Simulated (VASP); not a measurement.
Level of theory: LDA (Ceperley-Alder, Perdew-Zunger), VASP's LDA PAW potentials (set 64) (plane waves; VASP 6.6.1). Each cell was relaxed at this level, without spin-orbit coupling.

### Question
Which of these comes out without a gap?
(A) KMgF3, Pm-3m (221)
(B) KF, Fm-3m (225)
(C) RuAl, Pm-3m (221)
(D) AgI, P6_3mc (186)

### Answer
C, RuAl, Pm-3m (221). The others have gaps of 7.49 eV (KMgF3, Pm-3m (221)), 1.13 eV (AgI, P6_3mc (186)), 6.32 eV (KF, Fm-3m (225)).
